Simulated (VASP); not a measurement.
# Zr2CrN2 (I4/mmm) in VASP: a series of runs

One crystal, Zr2CrN2, is run at these levels: PBE; tasks: relaxation of cell and atoms.

All numbers are computed with VASP 6.6.1; they aren't measurements. Logs are shortened: lines on timing, memory, paths and dates and some standing lists are left out, and cuts for length are marked.

### 1 The crystal as given

The structure is tetragonal, space group I4/mmm (No. 139). Conventional cell: a = 3.634 Å, b = 3.634 Å, c = 8.910 Å, α = 90.00°, β = 90.00°, γ = 90.00°. Around Zr (site symmetry -4m2) lie 4 N at 2.10 Å. Cr (site symmetry 4/mmm) is surrounded by 8 N at 2.83 Å and 8 Zr at 2.87 Å. Around N (site symmetry 4mm) lie 4 Zr at 2.10 Å and 1 N at 2.36 Å.

The cell was built by a generator and needn't be a form met in nature.

### 2 Relaxation of cell and atoms, PBE, collinear spin, ferromagnetic start

Input file INCAR:

```
SYSTEM = Zr2CrN2
PREC = Normal ; ENCUT = 520
EDIFF = 1E-4 ; ISMEAR = 0
SIGMA = 0.15 ; LREAL = .False.
LASPH = .True. ; NELM = 60
ALGO = Fast ; ISIF = 3
LWAVE = .False. ; LCHARG = .False.
ISPIN = 2 ; MAGMOM = 0 0 3 0 0
LORBIT = 11 ; LMAXMIX = 4
GGA = PE ; IBRION = 2
NSW = 24 ; EDIFFG = -0.08
```

Input file KPOINTS:

```
regular mesh
0
Gamma
  5 5 5
  0 0 0
```

Input file POSCAR:

```
Zr2CrN2
1.0
   -1.8170105500      1.8170105500      4.4547501400
    1.8170105500     -1.8170105500      4.4547501400
    1.8170105500      1.8170105500     -4.4547501400
Zr Cr N
2 1 2
Direct
    0.7500000000      0.2500000000      0.5000000000
    0.2500000000      0.7500000000      0.5000000000
    0.0000000000      0.0000000000      0.0000000000
    0.3678017900      0.3678017900      0.0000000000
    0.6321982100      0.6321982100      0.0000000000
```

Potentials or basis: VASP PAW PBE potentials, release 64 (Zr_sv, Cr_pv, N).

Started as:

```bash
cat potpaw_PBE.64/Zr_sv/POTCAR potpaw_PBE.64/Cr_pv/POTCAR potpaw_PBE.64/N/POTCAR > POTCAR
mpirun -np 1 vasp_std > vasp.out
```

OUTCAR:

```text
SYSTEM = Zr2CrN2
   PREC = Normal
   ENCUT = 520
   EDIFF = 1E-4
   ISMEAR = 0
   LREAL = .False.
   LASPH = .True.
   NELM = 60
   ISIF = 3
   ISPIN = 2
   LORBIT = 11
   GGA = PE
   IBRION = 2
   NSW = 24
   EDIFFG = -0.08

 ion  position               nearest neighbor table
   1  0.750  0.250  0.500-   5 2.10   4 2.10   4 2.10   5 2.10   2 2.57   2 2.57   2 2.57   2 2.57
                             3 2.87   3 2.87   3 2.87   3 2.87
   2  0.250  0.750  0.500-   5 2.10   4 2.10   4 2.10   5 2.10   1 2.57   1 2.57   1 2.57   1 2.57
                             3 2.87   3 2.87   3 2.87   3 2.87
   3  0.000  0.000  0.000-   1 2.87   2 2.87   1 2.87   2 2.87   1 2.87   2 2.87   1 2.87   2 2.87

   4  0.368  0.368  0.000-   1 2.10   2 2.10   2 2.10   1 2.10
   5  0.632  0.632  0.000-   1 2.10   2 2.10   2 2.10   1 2.10

  LATTYP: Found a body centered tetragonal cell.
 ALAT       =     3.6340211000
 C/A-ratio  =     2.4516919508

  Lattice vectors:

 A1 = (  -1.8170105500,   1.8170105500,   4.4547501400)
 A2 = (   1.8170105500,  -1.8170105500,   4.4547501400)
 A3 = (   1.8170105500,   1.8170105500,  -4.4547501400)

Analysis of symmetry for initial positions (statically):
=====================================================================
 Subroutine PRICEL returns:
 Original cell was already a primitive cell.

 Routine SETGRP: Setting up the symmetry group for a
 body centered tetragonal supercell.

 Subroutine GETGRP returns: Found 16 space group operations
 (whereof 16 operations were pure point group operations)
 out of a pool of 16 trial point group operations.

The static configuration has the point symmetry D_4h.

Analysis of symmetry for dynamics (positions and initial velocities):
=====================================================================
 Subroutine PRICEL returns:
 Original cell was already a primitive cell.

 Routine SETGRP: Setting up the symmetry group for a
 body centered tetragonal supercell.

 Subroutine GETGRP returns: Found 16 space group operations
 (whereof 16 operations were pure point group operations)
 out of a pool of 16 trial point group operations.

The dynamic configuration has the point symmetry D_4h.

Analysis of structural, dynamic, and magnetic symmetry:
=====================================================================
 Subroutine PRICEL returns:
 Original cell was already a primitive cell.

 Routine SETGRP: Setting up the symmetry group for a
 body centered tetragonal supercell.

 Subroutine GETGRP returns: Found 16 space group operations
 (whereof 16 operations were pure point group operations)
 out of a pool of 16 trial point group operations.

The overall configuration has the point symmetry D_4h.

 Subroutine INISYM returns: Found 16 space group operations
 (whereof 16 operations are pure point group operations),
 and found     1 'primitive' translations

----------------------------------------------------------------------------------------

                                     Primitive cell

  volume of cell :      58.8299

  direct lattice vectors                    reciprocal lattice vectors
    -1.817010550  1.817010550  4.454750140     0.000000000  0.275177269  0.112239741
     1.817010550 -1.817010550  4.454750140     0.275177269  0.000000000  0.112239741
     1.817010550  1.817010550 -4.454750140     0.275177269  0.275177269  0.000000000

  length of vectors
     5.142747659  5.142747659  5.142747659     0.297187295  0.297187295  0.389159425

  position of ions in fractional coordinates (direct lattice)
     0.750000000  0.250000000  0.500000000
     0.250000000  0.750000000  0.500000000
     0.000000000  0.000000000  0.000000000
     0.367801790  0.367801790  0.000000000
     0.632198210  0.632198210  0.000000000

  ion indices of the primitive-cell ions
   primitive index   ion index
                 1           1
                 2           2
[... 54 lines left out ...]
   dimension x,y,z NGXF=    60 NGYF=   60 NGZF=   60
   ions per type =               2   1   2
   NGX,Y,Z   is equivalent  to a cutoff of   9.70,  9.70,  9.70 a.u.
   NGXF,Y,Z  is equivalent  to a cutoff of  19.40, 19.40, 19.40 a.u.
 SYSTEM =  Zr2CrN2
   PREC   = normal    normal or accurate (medium, high low for compatibility)
   ISTART =      0    job   : 0-new  1-cont  2-samecut
   ICHARG =      2    charge: 1-file 2-atom 10-const
   ISPIN  =      2    spin polarized calculation?
   LNONCOLLINEAR =      F non collinear calculations
   LSORBIT =      F    spin-orbit coupling
   LASPH  =      T    aspherical Exc in radial PAW
   ENCUT  =  520.0 eV  38.22 Ry    6.18 a.u.   9.56  9.56  9.56*2*pi/ulx,y,z
   NELM   =     60;   NELMIN=  2; NELMDL= -5     # of ELM steps
   EDIFF  = 0.1E-03   stopping-criterion for ELM
   LREAL  =      F    real-space projection
   EDIFFG = -.8E-01   stopping-criterion for IOM
   NSW    =     24    number of steps for IOM
   IBRION =      2    ionic relax: 0-MD 1-quasi-New 2-CG
   NFREE  =      1    steps in history (QN), initial steepest desc. (CG)
   ISIF   =      3    stress and relaxation
   ISYM   =      2    0-nonsym 1-usesym 2-fastsym
   POTIM  = 0.5000    time-step for ionic-motion
   TEBEG  =    0.0;   TEEND  =   0.0 temperature during run
   PSTRESS=    0.0 pullay stress
   NELECT =      46.0000    total number of electrons
   NUPDOWN=      -1.0000    fix difference up-down
   EMIN   =  10.00;   EMAX   =-10.00  energy-range for DOS
   EFERMI =   0.00;   METHOD = LEGACY
   ISMEAR =     0;   SIGMA  =   0.15  broadening in eV -4-tet -1-fermi 0-gaus
   EFERMI_NEDOS =   21; number of points for ismear=-14 and -15
   IALGO  =     68    algorithm
   IMIX   =      4    mixing-type and parameters
     AMIX     =   0.40;   BMIX     =  1.00
     AMIX_MAG =   1.60;   BMIX_MAG =  1.00
  volume/ion in A,a.u.               =      11.77        79.40
  Fermi-wavevector in a.u.,A,eV,Ry     =   1.508208  2.850101 30.949072  2.274693
  Thomas-Fermi vector in A             =   2.618693
   LORBIT       =     11    0 simple, 1 ext, 2 COOP (PROOUT), +10 PAW based schemes
   GGA     = PE    functional components
   LHFCALC =     F    Hartree Fock is set to
   AEXX    =    0.0000 exact exchange contribution
   IVDW    =     0    specifies the selected vdW correction
   LEPSILON=     F    determine dielectric tensor
   LRPA    =     F    only Hartree local field effects (RPA)
 conjugate gradient relaxation of ions
 spin polarized calculation
 RMM-DIIS sequential band-by-band and
 Gauss-broadening in eV      SIGMA  =   0.15
  energy-cutoff  :      520.00
  volume of cell :       58.83
 maximum number of plane-waves:      1621
   NGX = 19   NGY = 19   NGZ = 19

--------------------------------------- Ionic step        1  -------------------------------------------

 number of electron      45.9999990 magnetization       4.1103386

 Free energy of the ion-electron system (eV)
  ---------------------------------------------------
  ext. energy  EPLUGINS =         0.00000000
  ---------------------------------------------------
  free energy    TOTEN  =       -39.54122162 eV

  energy without entropy =      -39.50293851  energy(sigma->0) =      -39.52208006

 E-fermi :  11.1881     XC(G=0): -12.5795

 val. band max:       11.1765048886   @ k =  -0.4000   0.2000   0.0000
 cond. band min:      11.2212760790   @ k =   0.2000   0.2000   0.2000
 fundamental gap:      0.0447711904
 Fermi energy:        11.1880930498
[... 2360 lines left out ...]
     28       7.1436      0.00000
     29       7.2440      0.00000

------------------------ aborting loop EDIFF was not reached (unconverged)  ----------------------------

  FORCE on cell =-STRESS in cart. coord.  units (eV):
  Direction    XX          YY          ZZ          XY          YZ          ZX
  --------------------------------------------------------------------------------------
  -------------------------------------------------------------------------------------
  Total      -10.4849408    -10.4849408    -11.6467787      0.0000000      0.0000000     -0.0000000
  in kB     -155.5388348   -155.5388348   -172.7741167      0.0000000      0.0000000     -0.0000000
  external PRESSURE =    -161.2839288 kB  Pullay stress =       0.0000000 kB
[... 28 lines left out ...]
 number of electron      46.0000030 magnetization       0.1667868

 number of electron      46.0000030 magnetization      -0.2988046

------------------------ aborting loop EDIFF was not reached (unconverged)  ----------------------------

  FORCE on cell =-STRESS in cart. coord.  units (eV):
  Direction    XX          YY          ZZ          XY          YZ          ZX
  --------------------------------------------------------------------------------------
  -------------------------------------------------------------------------------------
  Total      -11.4736011    -11.4736011     -9.7146487      0.0000000     -0.0000000      0.0000000
  in kB     -204.1479257   -204.1479257   -172.8511694      0.0000000     -0.0000000      0.0000000
  external PRESSURE =    -193.7156736 kB  Pullay stress =       0.0000000 kB
[... 20 lines left out ...]
  FREE ENERGIE OF THE ION-ELECTRON SYSTEM (eV)
  ---------------------------------------------------
  free  energy   TOTEN  =       -39.4017821381 eV

  energy  without entropy=      -39.3072994797  energy(sigma->0) =      -39.35454081

[... ionic steps 4 to 18 ...]

--------------------------------------- Ionic step       19  -------------------------------------------

 number of electron      45.9999979 magnetization      -0.0052394

------------------------ aborting loop because EDIFF is reached ----------------------------------------
[... 73 lines left out ...]
--------------------------------------- Ionic step       21  -------------------------------------------

 number of electron      45.9999978 magnetization      -0.0038358

 Free energy of the ion-electron system (eV)
  ---------------------------------------------------
  ext. energy  EPLUGINS =         0.00000000
  ---------------------------------------------------
  free energy    TOTEN  =       -46.35007910 eV

  energy without entropy =      -46.29886272  energy(sigma->0) =      -46.32447091

 E-fermi :   8.2906     XC(G=0): -11.4216

 val. band max:        8.2680134274   @ k =  -0.4000   0.4000   0.2000
 cond. band min:       8.3284386468   @ k =  -0.2000   0.2000   0.2000
 fundamental gap:      0.0604252194
 Fermi energy:         8.2906312139
[... 1187 lines left out ...]
  FREE ENERGIE OF THE ION-ELECTRON SYSTEM (eV)
  ---------------------------------------------------
  free  energy   TOTEN  =       -46.3500791002 eV

  energy  without entropy=      -46.2988627182  energy(sigma->0) =      -46.32447091

 reached required accuracy - stopping structural energy minimisation

 total charge

# of ion       s       p       d       tot
------------------------------------------
    1        2.177   6.011   1.614   9.802
    2        2.177   6.011   1.614   9.802
    3        0.458   6.403   4.319  11.181
    4        1.281   2.419   0.000   3.700
    5        1.281   2.419   0.000   3.700
--------------------------------------------------
tot          7.373  23.263   7.547  38.184

 magnetization (x)

# of ion       s       p       d       tot
------------------------------------------
    1        0.000  -0.000   0.000   0.000
    2        0.000  -0.000   0.000   0.000
    3        0.000  -0.000  -0.003  -0.003
    4       -0.000  -0.000   0.000  -0.000
    5       -0.000  -0.000   0.000  -0.000
--------------------------------------------------
tot          0.000  -0.000  -0.003  -0.003
```

Run time: 19 min. Hardware: 1 thread of Intel Xeon 6975P-C (Granite Rapids), shared host; peak memory 0.23 GiB.

Results:

| Quantity | Value |
| --- | --- |
| Free energy | -46.3501 eV |
| Relaxed volume | 14.74 Å³/atom |
| Relaxed cell | a = 4.824 Å, b = 4.824 Å, c = 4.824 Å, α = 124.19°, β = 124.19°, γ = 82.88° |
| Space group after relaxing (to 0.05 Å) | I4/mmm (No. 139) |
| Energy gained by relaxing | 1361.8 meV/atom |
| Ionic steps | 21 |
| Pressure after relaxing | 0.0 GPa |
| Largest force after relaxing | 0.037 eV/Å |
| Band gap on the k mesh | none (metal or under the smearing width) |
| Net moment | 0.00 μB per cell |
| Valence electrons inside the program's atomic spheres | Zr 9.80; Cr 11.18; N 3.70 |

Forces in eV/Å, atoms in the order of the input:
```
Zr   0.000  0.000  0.000
Zr   0.000  0.000  0.000
Cr   0.000  0.000  0.000
N    0.000  0.000 -0.037
N    0.000  0.000  0.037
```

The path:
```csv
step,energy change (eV),largest force (eV/Å),pressure (GPa),volume (Å³)
1,0.0000,1.0305,63.49,58.83
2,3.5953,3.8881,-16.13,108.00
3,0.1394,3.4570,-19.37,90.05
4,-1.0035,2.8627,2.01,78.96
5,-0.9380,3.0027,-12.23,79.73
6,-1.3075,0.6585,22.07,67.81
7,-1.4943,1.7847,5.47,71.95
8,-2.0222,1.5417,6.11,73.21
9,-3.8051,2.0460,-1.88,76.49
10,-6.0995,1.6460,-11.45,80.52
11,-5.1970,2.2683,-12.13,78.71
12,-6.0502,2.2449,-17.07,79.77
13,-6.3770,1.3658,-15.83,80.18
14,-6.5164,0.4348,-10.42,78.62
15,-6.5219,0.0839,-11.42,78.86
16,-6.6527,0.0148,-8.81,77.38
17,-6.7841,0.1531,1.58,73.17
18,-6.8082,0.1123,-0.58,73.90
19,-6.8083,0.1167,-0.21,73.80
20,-6.8088,0.0936,1.05,73.76
21,-6.8089,0.0369,-0.02,73.71
```

Final structure:
```cif
data_structure
_symmetry_space_group_name_H-M 'P 1'
_symmetry_Int_Tables_number 1
_cell_length_a 4.8236
_cell_length_b 4.8236
_cell_length_c 4.8236
_cell_angle_alpha 124.191
_cell_angle_beta 124.191
_cell_angle_gamma 82.882
_cell_volume 73.71
loop_
_atom_site_label
_atom_site_type_symbol
_atom_site_fract_x
_atom_site_fract_y
_atom_site_fract_z
_atom_site_occupancy
Zr1 Zr 0.75000 0.25000 0.50000 1
Zr2 Zr 0.25000 0.75000 0.50000 1
Cr1 Cr 0.00000 0.00000 0.00000 1
N1 N 0.25148 0.25148 0.00000 1
N2 N 0.74852 0.74852 0.00000 1
```

Caveat: the k mesh is coarse (spacing up to 0.49 Å⁻¹), so the values aren't converged; the starting moments collapsed, and a magnetic state may lie lower; the volume moved by over 15 % at a fixed basis, so the end points are rough; the relaxation stopped at a loose force limit of 0.08 eV/Å, so its end isn't a converged minimum. With open d or f shells a metallic result of PBE can be an artefact of self-interaction; +U or a hybrid may open a gap.

### 3 Relaxation of cell and atoms, PBE, collinear spin, ferromagnetic start

This run uses another cell than the first one, of 13.68 Å³/atom, 1.162 times its volume.

INCAR is that of step 2.

Input file KPOINTS:

```
regular mesh
0
Gamma
  4 4 4
  0 0 0
```

Input file POSCAR:

```
Zr2CrN2
1.0
   -2.6681249200      2.6681249200      2.4014179300
    2.6681249200     -2.6681249200      2.4014179300
    2.6681249200      2.6681249200     -2.4014179300
Zr Cr N
2 1 2
Direct
    0.5000000000      0.0000000000      0.5000000000
    0.0000000000      0.5000000000      0.5000000000
    0.0000000000      0.0000000000      0.0000000000
    0.3496247800      0.3496247800      0.0000000000
    0.6503752200      0.6503752200      0.0000000000
```

Potentials or basis: VASP PAW PBE potentials, release 64 (Zr_sv, Cr_pv, N).

Started as:

```bash
cat potpaw_PBE.64/Zr_sv/POTCAR potpaw_PBE.64/Cr_pv/POTCAR potpaw_PBE.64/N/POTCAR > POTCAR
mpirun -np 1 vasp_std > vasp.out
```

It took 4.6 min on 1 thread of Intel Xeon 6975P-C (Granite Rapids), shared host; peak memory 0.2 GiB.

The run converged. Its results:

```yaml
Free_energy: -40.5098 eV
Relaxed_volume: 13.85 Å³/atom
Relaxed_cell: a = 4.483 Å, b = 4.483 Å, c = 4.483 Å, α = 110.78°, β = 110.78°, γ = 106.89°
Space_group_after_relaxing_to_0.05_Å: I4/mmm (No. 139)
Energy_gained_by_relaxing: 390.7 meV/atom
Ionic_steps: 13
Pressure_after_relaxing: -0.2 GPa
Largest_force_after_relaxing: 0.008 eV/Å
Band_gap_on_the_k_mesh: none (metal or under the smearing width)
Net_moment: 0.71 μB per cell
Site_moments: Zr -0.04; Cr +0.80; N -0.01 μB
Valence_electrons_inside_the_program's_atomic_spheres: Zr 10.09; Cr 11.09; N 3.72
```

Forces in eV/Å, atoms in the order of the input:
```
Zr   0.000  0.000  0.000
Zr   0.000  0.000  0.000
Cr   0.000  0.000  0.000
N    0.000  0.000  0.008
N    0.000  0.000 -0.008
```

Stress tensor (GPa, compression positive):
```
-0.11  0.00  0.00
 0.00 -0.11  0.00
 0.00  0.00 -0.44
```

Step by step:
| step | energy change (eV) | largest force (eV/Å) | pressure (GPa) | volume (Å³) |
| --- | --- | --- | --- | --- |
| 1 | 0.0000 | 6.7420 | 19.23 | 68.38 |
| 2 | 4.8864 | 53.8719 | 25.26 | 85.13 |
| 3 | -1.5325 | 3.8535 | -0.23 | 75.19 |
| 4 | -1.6374 | 2.1002 | -0.20 | 74.20 |
| 5 | -1.6399 | 1.7139 | 0.62 | 73.97 |
| 6 | -1.5712 | 2.8215 | -11.97 | 75.61 |
| 7 | -1.7670 | 1.2311 | -6.38 | 74.69 |
| 8 | -1.9238 | 0.0842 | -3.56 | 70.76 |
| 9 | -1.9244 | 0.1584 | -3.99 | 71.00 |
| 10 | -1.9282 | 1.2677 | 3.27 | 68.34 |
| 11 | -1.9486 | 0.5313 | -0.45 | 69.61 |
| 12 | -1.9494 | 0.4965 | 0.12 | 68.89 |
| 13 | -1.9537 | 0.0080 | -0.22 | 69.24 |

Final structure:
```yaml
crystal:
  lattice:
    - [-2.54617, 2.54617, 2.66990]
    - [2.54617, -2.54617, 2.66990]
    - [2.54617, 2.54617, -2.66990]
  atoms:
    - { symbol: Zr, position: [0.50000, 0.00000, 0.50000] }
    - { symbol: Zr, position: [0.00000, 0.50000, 0.50000] }
    - { symbol: Cr, position: [0.00000, 0.00000, 0.00000] }
    - { symbol: N, position: [0.37774, 0.37774, 0.00000] }
    - { symbol: N, position: [0.62226, 0.62226, 0.00000] }
```

Levels at points of the mesh, in eV from the Fermi level:
Spin up:
| k point | band 20 | band 21 | band 22 | band 23 | band 24 | band 25 | band 26 | band 27 |
| --- | --- | --- | --- | --- | --- | --- | --- | --- |
| (0.00, 0.00, 0.00) | -3.62 | -2.39 | -2.03 | 0.87 | 0.87 | 1.86 | 2.13 | 2.30 |
| (0.50, 0.00, 0.00) | -1.61 | -1.32 | -0.82 | -0.57 | 0.48 | 0.96 | 1.14 | 1.52 |
| (0.50, 0.50, 0.00) | -1.35 | -1.20 | -0.81 | -0.46 | -0.40 | -0.37 | -0.35 | 1.33 |
| (0.50, 0.50, 0.50) | -2.22 | -2.22 | -2.04 | 0.58 | 0.58 | 1.69 | 1.71 | 1.71 |
Spin down:
```tsv
k point	band 18	band 19	band 20	band 21	band 22	band 23	band 24	band 25	band 26	band 27
(0.00, 0.00, 0.00)	-4.85	-3.48	-3.45	-2.06	-1.85	1.46	1.46	1.85	2.26	2.26
(0.50, 0.00, 0.00)	-2.48	-2.28	-1.32	-0.92	-0.33	0.06	0.46	0.98	1.10	1.68
(0.50, 0.50, 0.00)	-2.27	-1.81	-1.40	-0.82	-0.77	-0.42	-0.29	0.08	0.38	1.73
(0.50, 0.50, 0.50)	-3.08	-2.81	-2.07	-1.98	-1.63	1.05	1.05	1.68	1.68	1.72
```

Caveat: the k mesh is coarse (spacing up to 0.44 Å⁻¹), so the values aren't converged; a cell with one magnetic atom can't hold antiferromagnetic order, which such compounds often take; the relaxation stopped at a loose force limit of 0.08 eV/Å, so its end isn't a converged minimum. With open d or f shells a metallic result of PBE can be an artefact of self-interaction; +U or a hybrid may open a gap.
